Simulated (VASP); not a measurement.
A convergence study with VASP on Pt (fcc): one setting is varied, all else stays as given below, so the limit is that of these other settings.

```yaml
crystal:
  lattice:
    - [0.00000, 1.96000, 1.96000]
    - [1.96000, 0.00000, 1.96000]
    - [1.96000, 1.96000, 0.00000]
  atoms:
    - { symbol: Pt, position: [0.00000, 0.00000, 0.00000] }
```

Computed with PBE GGA, VASP's PBE PAW potentials (set 64) (plane waves; VASP). The tightest run used: 550 eV cut-off, 26×26×26 Γ-centred mesh, tetrahedra with Blöchl corrections, potentials Pt.

| setting | E (eV/atom) | pressure (GPa) | irreducible k-points |
|---|---|---|---|
| 3×3×3 mesh | -5.6543 | 17.26 | 4 |
| 4×4×4 mesh | -6.3617 | 5.64 | 8 |
| 5×5×5 mesh | -5.8399 | 13.48 | 10 |
| 6×6×6 mesh | -6.2128 | 7.47 | 16 |
| 7×7×7 mesh | -6.0533 | 11.17 | 20 |
| 8×8×8 mesh | -6.0965 | 9.07 | 29 |
| 9×9×9 mesh | -6.1026 | 9.80 | 35 |
| 10×10×10 mesh | -6.0653 | 10.22 | 47 |
| 11×11×11 mesh | -6.0967 | 9.59 | 56 |

Problem. These are the cheaper rows. Estimate the results at 26×26×26 mesh, and how far the last row shown lies from them.

Solution. 
```tsv
quantity	tightest run	last row shown is off by
E (eV/atom)	-6.0811	-0.0156
pressure (GPa)	9.87	-0.28
```

Left out are rungs that failed or repeat a setting and relaxations that didn't move; long series are thinned to 24 rows.

The compound is Pt in the fcc structure. The cell was not relaxed at this level.
